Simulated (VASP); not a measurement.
Computed with PBE GGA, VASP's PBE PAW potentials (set 64) (plane waves; VASP).

Input for VASP

File KPOINTS:
```
Regular mesh
0
Gamma
 1 1 1
```

### INCAR
```
SYSTEM = Na32Cl31F
PREC = Normal
ENCUT = 400
EDIFF = 1E-5
NELM = 100
ALGO = Fast
LREAL = Auto
LASPH = .TRUE.
ISMEAR = 0
SIGMA = 0.05
GGA = PE
LWAVE = .FALSE.
LCHARG = .FALSE.
NELMIN = 4
ISYM = 0
IBRION = 2
ISIF = 2
NSW = 60
EDIFFG = -0.03
```

POSCAR:
```
Na32Cl31F
1
   11.3688618516     0.0000000000     0.0000000000
    0.0000000000    11.3688618516    -0.0000000000
   -0.0000000000    -0.0000000000    11.3688618516
Na Cl F
32 31 1
Direct
  0.5000000000   0.0000000000   0.0000000000
  0.7500000000   0.2500000000   0.0000000000
  0.7500000000   0.0000000000   0.2500000000
  0.0000000000   0.0000000000   0.0000000000
  0.2500000000   0.2500000000   0.0000000000
  0.5022200000   0.5002190000   0.0027110000
  0.7500000000   0.7500000000   0.0000000000
  0.2500000000   0.0000000000   0.2500000000
  0.5017940000   0.2543590000   0.2512120000
  0.7456090000   0.4962080000   0.2506050000
  0.5000000000   0.0000000000   0.5000000000
  0.7500000000   0.2500000000   0.5000000000
  0.7500000000   0.0000000000   0.7500000000
  0.0000000000   0.5000000000   0.0000000000
  0.2500000000   0.7500000000   0.0000000000
  0.0000000000   0.2500000000   0.2500000000
  0.2496400000   0.5003880000   0.2506790000
  0.5013190000   0.7542360000   0.2519190000
  0.0000000000   0.0000000000   0.5000000000
  0.2500000000   0.2500000000   0.5000000000
  0.4981460000   0.5003530000   0.4965800000
  0.7500000000   0.7500000000   0.5000000000
  0.2500000000   0.0000000000   0.7500000000
  0.5000000000   0.2500000000   0.7500000000
  0.7500000000   0.5000000000   0.7500000000
  0.0000000000   0.7500000000   0.2500000000
  0.0000000000   0.5000000000   0.5000000000
  0.2500000000   0.7500000000   0.5000000000
  0.0000000000   0.2500000000   0.7500000000
  0.2500000000   0.5000000000   0.7500000000
  0.5000000000   0.7500000000   0.7500000000
  0.0000000000   0.7500000000   0.7500000000
  0.7500000000   0.2500000000   0.2500000000
  0.0000000000   0.5000000000   0.2500000000
  0.0000000000   0.2500000000   0.5000000000
  0.2500000000   0.2500000000   0.2500000000
  0.7500000000   0.7500000000   0.2500000000
  0.0000000000   0.0000000000   0.2500000000
  0.5000000000   0.2500000000   0.5000000000
  0.7500000000   0.5000000000   0.5000000000
  0.0000000000   0.7500000000   0.5000000000
  0.7500000000   0.2500000000   0.7500000000
  0.0000000000   0.5000000000   0.7500000000
  0.0000000000   0.2500000000   0.0000000000
  0.2500000000   0.7500000000   0.2500000000
  0.5000000000   0.0000000000   0.2500000000
  0.2500000000   0.5000000000   0.5000000000
  0.5000000000   0.7500000000   0.5000000000
  0.7500000000   0.0000000000   0.5000000000
  0.2500000000   0.2500000000   0.7500000000
  0.5000000000   0.5000000000   0.7500000000
  0.7500000000   0.7500000000   0.7500000000
  0.0000000000   0.0000000000   0.7500000000
  0.5000000000   0.2500000000   0.0000000000
  0.7500000000   0.5000000000   0.0000000000
  0.0000000000   0.7500000000   0.0000000000
  0.2500000000   0.0000000000   0.5000000000
  0.2500000000   0.7500000000   0.7500000000
  0.5000000000   0.0000000000   0.7500000000
  0.2500000000   0.5000000000   0.0000000000
  0.5000000000   0.7500000000   0.0000000000
  0.7500000000   0.0000000000   0.0000000000
  0.2500000000   0.0000000000   0.0000000000
  0.5024220000   0.5004320000   0.2469700000
```

POTCAR, in this order: Na_pv Cl F (PBE.64 set). Program: vasp_gam.

The supercell is sampled at Γ alone, which is coarse: total energies, pressure and levels can be off, energies of defects by several tenths of an eV.

Task: Predict the energy per atom (σ→0).

Result: 
```yaml
energy per atom (σ→0): -3.408 eV/atom
```

**OSZICAR**
```
...
RMM:   2    -0.218131180819E+03   -0.79078E-02   -0.85519E-02   690   0.737E-01    0.118E-01
RMM:   3    -0.218132478855E+03   -0.12980E-02   -0.14866E-02   635   0.328E-01    0.164E-01
RMM:   4    -0.218132682050E+03   -0.20319E-03   -0.34679E-03   752   0.145E-01    0.129E-01
RMM:   5    -0.218132571406E+03    0.11064E-03   -0.12605E-04   573   0.268E-02    0.102E-01
RMM:   6    -0.218132533149E+03    0.38257E-04   -0.15673E-03   698   0.447E-02    0.400E-02
RMM:   7    -0.218132515089E+03    0.18060E-04   -0.39982E-05   464   0.184E-02    0.369E-02
RMM:   8    -0.218132507073E+03    0.80161E-05   -0.14823E-05   312   0.122E-02
   8 F= -.21813251E+03 E0= -.21813251E+03  d E =-.238021E-01
```

The cell is a supercell with a defect, built from NaCl (rock salt): F_Cl. The run is not spin-polarised, so no state with unpaired spins was tried.
